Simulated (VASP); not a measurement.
Wanted: the native input for a VASP 6.6.1 run.

```yaml
Task: single point
Functional: PBE
Potentials_or_basis: VASP PAW PBE potentials, release 64 (C, Se)
Cutoff: 520 eV
k_mesh: 2 × 2 × 1
Occupations: gaussian, width 0.02 eV
Spin: no spin polarisation
Dipole_correction: no
Further_INCAR_settings: LREAL = Auto; ALGO = Fast; EDIFF = 1e-07; NBANDS = 54
```

The structure of C18Se lies in POSCAR:

```
C18Se
1.0
    7.3980000000      0.0000000000      0.0000000000
   -3.6990000000      6.4068560000      0.0000000000
    0.0000000000      0.0000000000     12.0000000000
C Se
18 1
Direct
   -0.0067285043      0.0003233952      0.1032940408
    0.2224693686      0.1148722899      0.1033351298
   -0.0049399682      0.3338879550      0.0769459926
    0.2207622866      0.4467172965      0.0769474237
   -0.0049511759      0.6685157805      0.0769701330
    0.2207563389      0.7813348993      0.0769533690
    0.3310411722     -0.0009189598      0.0837814153
    0.5527882749      0.1124786488      0.0789088984
    0.3310608400      0.3392669995      0.0838024409
    0.5528181201      0.4476256376      0.0789351271
    0.3317286564      0.6695148266      0.0747208301
    0.5522548048      0.7797752823      0.0785556855
    0.6629587689      0.0026864724      0.0789156144
    0.8847227635      0.1161167018      0.0837796905
    0.6635396531      0.3354088217      0.0785350710
    0.8840796210      0.4457196757      0.0747336659
    0.6629862961      0.6675773513      0.0789630831
    0.8847465419      0.7759698040      0.0838016771
    0.1081491415      0.0574471218      0.2706201119
```

The cell was built by a generator and needn't be a form met in nature.

The input as run:

INCAR

```
SYSTEM = C18Se
PREC = Accurate
ENCUT = 520
EDIFF = 1E-7
ISMEAR = 0
SIGMA = 0.02
LREAL = Auto
LASPH = .True.
NELM = 100
ALGO = Fast
ISIF = 2
LWAVE = .False.
LCHARG = .False.
GGA = PE
NBANDS = 54
```

KPOINTS

```
Automatic mesh
0
Gamma
  2 2 1
  0 0 0
```

Potentials or basis: VASP PAW PBE potentials, release 64 (C, Se).

Launch:

```console
$ cat potpaw_PBE.64/C/POTCAR potpaw_PBE.64/Se/POTCAR > POTCAR
$ mpirun -np 1 vasp_std > vasp.out
```

Results of the run:

| Property | Result |
| --- | --- |
| Largest force | 0.022 eV/Å |
| Band gap on the k mesh | 0.30 eV, direct |

Caveat: the k mesh is coarse (spacing up to 0.49 Å⁻¹), so the values aren't converged.

Run time: 3.2 min on 1 thread of Intel(R) Xeon(R) Platinum 8488C (Sapphire Rapids), with other jobs on the host, peak memory 0.59 GiB.
